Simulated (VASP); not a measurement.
W (bcc) relaxed at rising pressure, in one space group throughout; other phases were not tried. The pressures are those reached. These are PBE GGA, VASP's PBE PAW potentials (set 64) (plane waves; VASP) values and carry that method's errors.

```json
[
 {"P (GPa)": "-0.02", "V (Å³/atom)": "16.145", "k-mesh": "16×16×16"},
 {"P (GPa)": "4.85", "V (Å³/atom)": "15.895", "k-mesh": "16×16×16"},
 {"P (GPa)": "9.84", "V (Å³/atom)": "15.661", "k-mesh": "16×16×16"},
 {"P (GPa)": "19.94", "V (Å³/atom)": "15.238", "k-mesh": "16×16×16"},
 {"P (GPa)": "29.94", "V (Å³/atom)": "14.870", "k-mesh": "16×16×16"}
]
```

A change of mesh leaves a small step in the series.

**Question.** Fit an equation of state and predict the volume at 45.04 GPa.

**Answer.** Least squares on the third-order Birch-Murnaghan form, P = (3B0/2)(y⁷ − y⁵)[1 + (3/4)(B′ − 4)(y² − 1)] with y = (V0/V)^(1/3), gives V0 = 16.143 Å³/atom, B0 = 304 GPa and B′ = 4.4, and so 14.392 Å³/atom. The run gave 14.379 Å³/atom, -0.1 % from the fit.

Pressures at which the relaxation failed are left out.

The compound is W in the bcc structure.
